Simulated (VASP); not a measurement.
These are HSE06 screened hybrid, VASP's PBE PAW potentials (set 64) (plane waves; VASP) values and carry that method's errors.

The input files of a VASP run:

POSCAR:
```
ZnSe
1.0
  0.0000000000   2.8324450000   2.8324450000
  2.8324450000   0.0000000000   2.8324450000
  2.8324450000   2.8324450000   0.0000000000
Zn Se
1 1
Cart
  0.0000000000   0.0000000000   0.0000000000
  4.2486675000   4.2486675000   4.2486675000
```

File KPOINTS:
```
kpoints
0
Gamma
  3 3 3
```

INCAR:
```
SYSTEM=ZnSe
PREC=Accurate; ENCUT=300; LREAL=.FALSE.
LASPH=.TRUE.; ISYM=3
EDIFF=1E-6; NELM=100; ALGO=Normal
LMAXMIX=4
ISMEAR=0; SIGMA=0.01
GGA=PE; LHFCALC=.TRUE.; AEXX=0.25
HFSCREEN=0.2; PRECFOCK=Fast
ISIF=2
LWAVE=.FALSE.; LCHARG=.FALSE.
```

POTCAR, in this order: Zn Se (PBE.64 set). Program: vasp_std.

Output

OUTCAR:
```
 ion  position               nearest neighbor table
   1  0.000  0.000  0.000-   2 2.45   2 2.45   2 2.45   2 2.45
   2  0.750  0.750  0.750-   1 2.45   1 2.45   1 2.45   1 2.45
  LATTYP: Found a face centered cubic cell.
 ALAT       =     5.6648900000
 Subroutine PRICEL returns:
 Original cell was already a primitive cell.
 Subroutine GETGRP returns: Found 24 space group operations
The static configuration has the point symmetry T_d .
The dynamic configuration has the point symmetry T_d .
 Subroutine INISYM returns: Found 24 space group operations
 Subroutine IBZKPT returns following result:
 Found      4 irreducible k-points:

 Following reciprocal coordinates:
            Coordinates               Weight
  0.000000  0.000000  0.000000      1.000000
  0.333333  0.000000  0.000000      8.000000
  0.333333  0.333333  0.000000      6.000000
 -0.333333  0.333333  0.000000     12.000000
 Subroutine IBZKPT_HF returns following result:
   k-points           NKPTS =      4   k-points in BZ     NKDIM =     27   number of bands    NBANDS=     13
   number of dos      NEDOS =    301   number of ions     NIONS =      2
   total plane-waves  NPLWV =  13824
   dimension x,y,z NGX =    24 NGY =   24 NGZ =   24
   dimension x,y,z NGXF=    48 NGYF=   48 NGZF=   48
   ions per type =               1   1
   PREC   = accura    normal or accurate (medium, high low for compatibility)
   ISTART =      0    job   : 0-new  1-cont  2-samecut
   ICHARG =      2    charge: 1-file 2-atom 10-const
   ISPIN  =      1    spin polarized calculation?
   LNONCOLLINEAR =      F non collinear calculations
   LSORBIT =      F    spin-orbit coupling
   INIWAV =      1    electr: 0-lowe 1-rand  2-diag
   ENCUT  =  300.0 eV  22.05 Ry    4.70 a.u.   5.66  5.66  5.66*2*pi/ulx,y,z
   NELM   =    100;   NELMIN=  2; NELMDL= -5     # of ELM steps
   EDIFF  = 0.1E-05   stopping-criterion for ELM
   LREAL  =      F    real-space projection
   NLSPLINE    = F    spline interpolate recip. space projectors
   LMAXMIX     =    4 max onsite mixed and CHGCAR
...
```

File OSZICAR:
```
       N       E                     dE             d eps       ncg     rms          rms(c)
DAV:   1    -0.918722402360E+03   -0.91872E+03   -0.69175E+03   104   0.107E+03
DAV:   2    -0.992199248515E+03   -0.73477E+02   -0.70467E+02   119   0.232E+02
DAV:   3    -0.996009497009E+03   -0.38102E+01   -0.38029E+01   119   0.565E+01
DAV:   4    -0.996033330335E+03   -0.23833E-01   -0.23831E-01   119   0.450E+00
DAV:   5    -0.751324241213E+01    0.98852E+03   -0.58508E+00   114   0.383E+01    0.689E+00
DAV:   6    -0.722759023590E+01    0.28565E+00   -0.73992E-01   109   0.854E+00    0.435E+00
DAV:   7    -0.720567340080E+01    0.21917E-01   -0.18912E-01   130   0.387E+00    0.288E+00
DAV:   8    -0.720662451640E+01   -0.95112E-03   -0.24902E-02   109   0.130E+00    0.180E+00
DAV:   9    -0.720494853051E+01    0.16760E-02   -0.18828E-03   114   0.430E-01    0.102E+00
DAV:  10    -0.720422846369E+01    0.72007E-03   -0.48586E-04   132   0.174E-01    0.559E-01
DAV:  11    -0.720407679236E+01    0.15167E-03   -0.24536E-04   132   0.122E-01    0.302E-01
DAV:  12    -0.720407298423E+01    0.38081E-05   -0.83641E-05   124   0.782E-02    0.166E-01
DAV:  13    -0.720409259846E+01   -0.19614E-04   -0.31768E-05   124   0.501E-02    0.920E-02
DAV:  14    -0.720411026868E+01   -0.17670E-04   -0.13525E-05   124   0.318E-02    0.523E-02
DAV:  15    -0.720412187418E+01   -0.11606E-04   -0.61782E-06   124   0.201E-02    0.303E-02
DAV:  16    -0.720412818097E+01   -0.63068E-05   -0.26706E-06   124   0.128E-02    0.181E-02
DAV:  17    -0.720413187021E+01   -0.36892E-05   -0.12537E-06   108   0.829E-03    0.110E-02
DAV:  18    -0.720413401043E+01   -0.21402E-05   -0.56404E-07    92   0.553E-03    0.691E-03
DAV:  19    -0.720413514333E+01   -0.11329E-05   -0.29085E-07    87   0.400E-03    0.447E-03
DAV:  20    -0.720413567848E+01   -0.53515E-06   -0.13162E-07    72   0.268E-03
   1 F= -.72041357E+01 E0= -.72041357E+01  d E =-.122478E-15
```

OUTCAR:
```
------------------------ aborting loop because EDIFF is reached ----------------------------------------
  FORCE on cell =-STRESS in cart. coord.  units (eV):
  Direction    XX          YY          ZZ          XY          YZ          ZX
  --------------------------------------------------------------------------------------
  Total        0.6689153      0.6689153      0.6689153      0.0000000      0.0000000     -0.0000000
  in kB       23.5812737     23.5812737     23.5812737      0.0000000      0.0000000     -0.0000000
  external PRESSURE =      23.5812737 kB  Pullay stress =       0.0000000 kB
  volume of cell :       45.45
      direct lattice vectors                 reciprocal lattice vectors
     0.000000000  2.832445000  2.832445000    -0.176525934  0.176525934  0.176525934
     2.832445000  0.000000000  2.832445000     0.176525934 -0.176525934  0.176525934
     2.832445000  2.832445000  0.000000000     0.176525934  0.176525934 -0.176525934
  FREE ENERGIE OF THE ION-ELECTRON SYSTEM (eV)
  ---------------------------------------------------
  free  energy   TOTEN  =        -7.2041356785 eV

  energy  without entropy=       -7.2041356785  energy(sigma->0) =       -7.20413568

  exchange ACFDT corr.  =         0.00000000  see jH, gK, PRB 81, 115126
```
(Selected blocks of OUTCAR.)

At this cut-off the stress carries a Pulay error, which pulls relaxed volumes low.

The structure comes from a computed database's ZnSe entry; how it stands against other phases isn't given here. The cell was not relaxed at this level. The k-mesh is coarse (spacing up to 0.64 per Å, 2π included), so the numbers may not be converged in it. The run is one of a series of settings (AEXX = 0.25, HFSCREEN = 0.2, ISYM = 3, LHFCALC = .TRUE., PRECFOCK = Fast, KPOINTS 3×3×3 Γ-centred mesh against the base run), some of them coarse on purpose.
